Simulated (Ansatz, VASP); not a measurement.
# GaN in two plane-wave programs, part 2 of 3

Wanted: the spread between two codes on one cell, functional and k mesh. The cell is taken from a series of runs on this material, whose earlier steps may have relaxed, scaled, displaced or heated it; both programs get it as it stands.

VASP 6.6.1 and Ansatz 0.2.0.

So far: The structure; Ansatz: zone-centre phonons, LDA.

## Step 3: VASP: zone-centre phonons, LDA

Level of this step: LDA; plane waves and PAW (N, Ga_d) (VASP).

The same cell, functional (in two slightly different forms) and mesh now go to VASP, with its own data sets.

Lines of VASP's logs that name or quote its potential files are left out, and so is its time.

The input, INCAR:

```
SYSTEM = GaN
PREC = Accurate
ENCUT = 600
EDIFF = 1E-08
NELM = 120
ISMEAR = 0
SIGMA = 0.01
LREAL = .FALSE.
ALGO = Normal
GGA = CA
NBANDS = 24
LORBIT = 11
LWAVE = .FALSE.
LCHARG = .FALSE.
ISIF = 2
IBRION = 8
LEPSILON = .TRUE.
LASPH = .TRUE.
GGA_COMPAT = .FALSE.
EFERMI = MIDGAP
KPAR = 2
```

The input, POSCAR:

```
GaN
1.0
    3.0418091814      0.0000000000      0.0000000000
   -1.5209045907      2.6342840246      0.0000000000
    0.0000000000      0.0000000000      4.9644847077
N Ga
2 2
Direct
    0.3333333333      0.6666666667      0.3754141458
    0.6666666667      0.3333333333      0.8754141458
    0.3333333333      0.6666666667      0.9995858542
    0.6666666667      0.3333333333      0.4995858542
```

The input, KPOINTS:

```
Automatic mesh
0
Gamma
15 15 8
0 0 0
```

PAW data sets: N and Ga_d (LDA family, release 64).

Command:

```console
mpirun -np 2 vasp_std
```

Log:

```text
[banner, memory and clock lines left out]
running    2 mpi-ranks, on    1 nodes
 distrk:  each k-point on    1 cores,    2 groups
 distr:  one band on    1 cores,    1 groups

 POSCAR found type information on POSCAR N Ga
 POSCAR found :  2 types and       4 ions
 LDA part: xc-table for (Slater(with rela. corr.)+CA(PZ))
 , standard interpolation
 POSCAR, INCAR and KPOINTS ok, starting setup
 FFT: planning ... GRIDC
 FFT: planning ... GRID_SOFT
 FFT: planning ... GRID
 WAVECAR not read
 entering main loop
       N       E                     dE             d eps       ncg     rms          rms(c)
DAV:   1     0.285731227961E+03    0.28573E+03   -0.19871E+04  7160   0.317E+03
DAV:   2     0.120412245007E+01   -0.28453E+03   -0.27199E+03  7120   0.557E+02
DAV:   3    -0.312310665797E+02   -0.32435E+02   -0.32195E+02  7520   0.149E+02
DAV:   4    -0.321716336629E+02   -0.94057E+00   -0.93851E+00  8008   0.277E+01
DAV:   5    -0.321884610650E+02   -0.16827E-01   -0.16821E-01  7576   0.349E+00    0.114E+01
DAV:   6    -0.275463291380E+02    0.46421E+01   -0.12737E+01 11280   0.609E+01    0.316E+00
DAV:   7    -0.275962792268E+02   -0.49950E-01   -0.17993E+00  7336   0.949E+00    0.272E+00
DAV:   8    -0.275551415096E+02    0.41138E-01   -0.26564E-01 10992   0.770E+00    0.939E-01
DAV:   9    -0.275321171669E+02    0.23024E-01   -0.98909E-02 11208   0.567E+00    0.226E-01
DAV:  10    -0.275329017788E+02   -0.78461E-03   -0.51830E-03  7696   0.697E-01    0.798E-02
DAV:  11    -0.275326959813E+02    0.20580E-03   -0.99611E-04 10632   0.608E-01    0.147E-02
DAV:  12    -0.275327049323E+02   -0.89510E-05   -0.10517E-04  7336   0.102E-01    0.105E-02
DAV:  13    -0.275327035623E+02    0.13700E-05   -0.10985E-05  8648   0.259E-02    0.395E-03
DAV:  14    -0.275327035534E+02    0.88612E-08   -0.99728E-07  8520   0.875E-03    0.328E-04
DAV:  15    -0.275327035639E+02   -0.10451E-07   -0.10875E-07  7624   0.242E-03    0.209E-04
DAV:  16    -0.275327035637E+02    0.18190E-09   -0.53272E-09  4176   0.124E-03
   1 F= -.27532704E+02 E0= -.27532704E+02  d E =0.000000E+00
 Linear response reoptimize wavefunctions to high precision
DAV:   1    -0.275327035637E+02    0.17280E-10   -0.23393E-09  4384   0.106E-03
DAV:   2    -0.275327035638E+02   -0.86402E-10   -0.49684E-10  3872   0.186E-04
 Linear response G [H, r] |phi>, progress :
  Direction:   1
       N       E                     dE             d eps       ncg     rms
RMM:   1    -0.954353272950E+02   -0.95435E+02    0.26170E+01  7936   0.380E+02
 LRF_COMMUTATOR internal error: the vector H(1)-e(1) S(1) |phi(0)> is not orthog
 onal to |phi(0)> (-1.130539049557858E-004,3.622102617839573E-015)
 LRF_COMMUTATOR internal error: the vector H(1)-e(1) S(1) |phi(0)> is not orthog
 onal to |phi(0)> (1.130539045951368E-004,7.167877402736167E-015)
 LRF_COMMUTATOR internal error: the vector H(1)-e(1) S(1) |phi(0)> is not orthog
 onal to |phi(0)> (-1.073178933986285E-004,6.800116025829084E-016)
 LRF_COMMUTATOR internal error: the vector H(1)-e(1) S(1) |phi(0)> is not orthog
 onal to |phi(0)> (1.073178940265360E-004,2.130240428499519E-015)
 LRF_COMMUTATOR internal error: the vector H(1)-e(1) S(1) |phi(0)> is not orthog
 onal to |phi(0)> (-1.153612752755051E-004,4.822531263215524E-015)
 LRF_COMMUTATOR internal error: the vector H(1)-e(1) S(1) |phi(0)> is not orthog
 onal to |phi(0)> (1.153612655525917E-004,9.124645483638005E-016)
 LRF_COMMUTATOR internal error: the vector H(1)-e(1) S(1) |phi(0)> is not orthog
 onal to |phi(0)> (-1.010301905079170E-004,8.049116928532385E-016)
 LRF_COMMUTATOR internal error: the vector H(1)-e(1) S(1) |phi(0)> is not orthog
 onal to |phi(0)> (1.010301954154393E-004,1.901256929670581E-015)
 LRF_COMMUTATOR internal error: the vector H(1)-e(1) S(1) |phi(0)> is not orthog
 onal to |phi(0)> (-1.127387252148060E-004,-4.204969705767780E-015)
 LRF_COMMUTATOR internal error: the vector H(1)-e(1) S(1) |phi(0)> is not orthog
 onal to |phi(0)> (1.127387317550153E-004,7.171346849688121E-015)
 LRF_COMMUTATOR internal error: the vector H(1)-e(1) S(1) |phi(0)> is not orthog
 onal to |phi(0)> (-1.053667686418402E-004,7.216449660063518E-016)
 LRF_COMMUTATOR internal error: the vector H(1)-e(1) S(1) |phi(0)> is not orthog
 onal to |phi(0)> (1.053667732839603E-004,8.638922910364499E-016)
 LRF_COMMUTATOR internal error: the vector H(1)-e(1) S(1) |phi(0)> is not orthog
 onal to |phi(0)> (-1.057337339754327E-004,-2.359223927328458E-016)
 LRF_COMMUTATOR internal error: the vector H(1)-e(1) S(1) |phi(0)> is not orthog
 onal to |phi(0)> (1.057337360889418E-004,2.336672522140759E-015)
RMM:   2    -0.868423710647E+02    0.85930E+01   -0.26159E+02 11484   0.909E+01
 LRF_COMMUTATOR internal error: the vector H(1)-e(1) S(1) |phi(0)> is not orthog
 onal to |phi(0)> (-1.130539049641818E-004,6.480926906249351E-015)
 LRF_COMMUTATOR internal error: the vector H(1)-e(1) S(1) |phi(0)> is not orthog
 onal to |phi(0)> (1.130539045973052E-004,7.088080122841234E-015)
[...]
RMM:   6    -0.480035337630E+00    0.39246E-03   -0.15133E-04 47379   0.739E-02    0.233E-02
RMM:   7    -0.480557298000E+00   -0.52196E-03   -0.32991E-05 42632   0.312E-02    0.624E-03
RMM:   8    -0.480723432457E+00   -0.16613E-03   -0.12760E-05 47002   0.187E-02    0.193E-03
RMM:   9    -0.480703548751E+00    0.19884E-04    0.38095E-07 46562   0.496E-03    0.211E-04
[...]
RMM:  11    -0.232951500768E+00   -0.47244E-08   -0.15536E-08 90988   0.818E-05    0.265E-06
 first order change of Fermi-energy   0.15188E+00
 force on displaced ion       1 direction 1 : -19.409   0.000  -0.000
 Born effective charge ion    1 direction 1 :  -2.531  -0.000  -0.000
 Linear response progress:
  Degree of freedom:   2/  4
       N       E                     dE             d eps       ncg     rms          rms(c)
RMM:   1    -0.257183357663E+00   -0.25718E+00    0.14267E-01 23841   0.384E+00
RMM:   2    -0.247460191185E+00    0.97232E-02   -0.22753E-02 15679   0.134E+00    0.165E-01
RMM:   3    -0.247765117836E+00   -0.30493E-03   -0.33254E-03 16160   0.495E-01    0.765E-02
RMM:   4    -0.248804682049E+00   -0.10396E-02   -0.82330E-04 17742   0.212E-01    0.203E-02
RMM:   5    -0.248959601824E+00   -0.15492E-03   -0.74265E-05 17176   0.600E-02    0.780E-03
RMM:   6    -0.249026946072E+00   -0.67344E-04   -0.19290E-05 18507   0.187E-02    0.210E-03
RMM:   7    -0.249024293857E+00    0.26522E-05   -0.55119E-06 16338   0.759E-03    0.732E-04
RMM:   8    -0.249021540801E+00    0.27531E-05   -0.19695E-06 17884   0.268E-03    0.253E-04
RMM:   9    -0.249021510369E+00    0.30432E-07   -0.64484E-07 18313   0.874E-04    0.785E-05
RMM:  10    -0.249021108958E+00    0.40141E-06   -0.10478E-07 18723   0.326E-04    0.188E-05
RMM:  11    -0.249021212164E+00   -0.10321E-06   -0.71435E-08 18548   0.143E-04    0.393E-06
RMM:  12    -0.249021252606E+00   -0.40443E-07   -0.28680E-08 18841   0.753E-05    0.214E-06
RMM:  13    -0.249021240418E+00    0.12188E-07   -0.32450E-08 18324   0.546E-05    0.754E-07
RMM:  14    -0.249021243839E+00   -0.34209E-08   -0.31320E-08 18431   0.452E-05    0.243E-07
 first order change of Fermi-energy  -0.16647E+00
 force on displaced ion       1 direction 3 :   0.000  -0.000 -25.273
 Born effective charge ion    1 direction 3 :   0.000  -0.000  -2.658
 Linear response progress:
  Degree of freedom:   3/  4
       N       E                     dE             d eps       ncg     rms          rms(c)
RMM:   1    -0.164788209976E+00   -0.16479E+00    0.37488E-01 57595   0.894E+00
RMM:   2    -0.161938549014E+00    0.28497E-02   -0.57243E-02 82037   0.179E+00    0.650E-02
RMM:   3    -0.161947734245E+00   -0.91852E-05   -0.36649E-03 85205   0.447E-01    0.390E-02
RMM:   4    -0.161686335478E+00    0.26140E-03   -0.38662E-04 88542   0.137E-01    0.524E-03
RMM:   5    -0.161666294984E+00    0.20040E-04   -0.49948E-05 90846   0.433E-02    0.268E-03
RMM:   6    -0.161658378058E+00    0.79169E-05   -0.41772E-05 91272   0.162E-02    0.456E-04
RMM:   7    -0.161654954199E+00    0.34239E-05   -0.92929E-06 93172   0.679E-03    0.259E-04
RMM:   8    -0.161654348024E+00    0.60617E-06   -0.58249E-06 91756   0.300E-03    0.465E-05
RMM:   9    -0.161653780191E+00    0.56783E-06   -0.73121E-07 93645   0.148E-03    0.216E-05
RMM:  10    -0.161653476143E+00    0.30405E-06    0.79219E-07 92448   0.786E-04    0.733E-06
RMM:  11    -0.161653286715E+00    0.18943E-06    0.20245E-06 93489   0.453E-04    0.251E-06
RMM:  12    -0.161653357574E+00   -0.70859E-07    0.11796E-06 93902   0.282E-04    0.139E-06
RMM:  13    -0.161653364854E+00   -0.72798E-08    0.78940E-07 92847   0.188E-04    0.136E-06
RMM:  14    -0.161653396688E+00   -0.31834E-07    0.68437E-07 95539   0.136E-04    0.187E-06
RMM:  15    -0.161653423332E+00   -0.26644E-07    0.45143E-07 93694   0.104E-04    0.281E-06
RMM:  16    -0.161653420499E+00    0.28335E-08    0.39757E-07 88569   0.854E-05    0.190E-06
RMM:  17    -0.161653437640E+00   -0.17142E-07    0.20214E-07 81060   0.739E-05    0.166E-06
RMM:  18    -0.161653436103E+00    0.15368E-08    0.19405E-07 80507   0.668E-05    0.141E-06
RMM:  19    -0.161653446288E+00   -0.10185E-07    0.83916E-08 75899   0.621E-05    0.129E-06
RMM:  20    -0.161653447294E+00   -0.10055E-08    0.75439E-08 70852   0.591E-05    0.135E-06
 first order change of Fermi-energy   0.30527E+00
 force on displaced ion       3 direction 1 : -19.147   0.000  -0.000
 Born effective charge ion    3 direction 1 :   2.531  -0.000   0.000
 Linear response progress:
  Degree of freedom:   4/  4
       N       E                     dE             d eps       ncg     rms          rms(c)
RMM:   1    -0.182913316379E+00   -0.18291E+00    0.39744E-01 12345   0.911E+00
RMM:   2    -0.177011629389E+00    0.59017E-02   -0.62683E-02 17120   0.182E+00    0.105E-01
RMM:   3    -0.176256476968E+00    0.75515E-03   -0.23612E-03 18310   0.466E-01    0.476E-02
RMM:   4    -0.176026074094E+00    0.23040E-03    0.18199E-04 18638   0.144E-01    0.235E-02
RMM:   5    -0.175838695812E+00    0.18738E-03    0.51616E-04 18654   0.650E-02    0.436E-03
RMM:   6    -0.175910378394E+00   -0.71683E-04   -0.48923E-05 18095   0.215E-02    0.246E-03
RMM:   7    -0.175917973855E+00   -0.75955E-05   -0.54542E-05 19232   0.815E-03    0.589E-04
RMM:   8    -0.175910947080E+00    0.70268E-05    0.28326E-05 17953   0.377E-03    0.127E-04
RMM:   9    -0.175914829313E+00   -0.38822E-05   -0.10359E-05 19936   0.163E-03    0.691E-05
RMM:  10    -0.175912837123E+00    0.19922E-05    0.67603E-06 19014   0.717E-04    0.160E-05
RMM:  11    -0.175913308692E+00   -0.47157E-06    0.14892E-06 19627   0.396E-04    0.105E-05
RMM:  12    -0.175913370606E+00   -0.61914E-07    0.48630E-07 19392   0.232E-04    0.432E-06
RMM:  13    -0.175913464594E+00   -0.93988E-07   -0.54658E-07 19598   0.154E-04    0.188E-06
RMM:  14    -0.175913291878E+00    0.17272E-06    0.12291E-06 19101   0.112E-04    0.780E-07
RMM:  15    -0.175913456930E+00   -0.16505E-06   -0.40569E-07 18767   0.894E-05    0.555E-07
RMM:  16    -0.175913395059E+00    0.61870E-07    0.20185E-07 19792   0.755E-05    0.125E-06
RMM:  17    -0.175913420448E+00   -0.25389E-07   -0.59332E-08 19062   0.673E-05    0.231E-06
RMM:  18    -0.175913428600E+00   -0.81519E-08   -0.17332E-07 17782   0.635E-05    0.569E-07
RMM:  19    -0.175913428994E+00   -0.39408E-09   -0.17818E-07 17086   0.590E-05    0.690E-07
RMM:  20    -0.175913426911E+00    0.20833E-08   -0.15749E-07 15525   0.571E-05    0.642E-07
RMM:  21    -0.175913422265E+00    0.46460E-08   -0.11297E-07 14320   0.559E-05    0.704E-07
RMM:  22    -0.175913421166E+00    0.10989E-08   -0.10200E-07 14923   0.551E-05    0.643E-07
 first order change of Fermi-energy   0.16631E+00
 force on displaced ion       3 direction 3 :   0.000   0.000 -27.667
 Born effective charge ion    3 direction 3 :   0.000   0.000   2.658
 Born effective charges drift removed
 Linear response finished
```

[end of part 2 of 3]

[Lines on the potential files, build, host, timing and source positions are cut from VASP's logs without a mark.]

[Logs are printed without paths, hosts, clocks, repeated set-up lines and the standing remarks that a program may print on its own settings, such as how far it seeks lower states.]

[Hosts, paths, dates, database ids (printed as entryN), source tags and the programs' standing remarks are cut or masked in the printed files.]
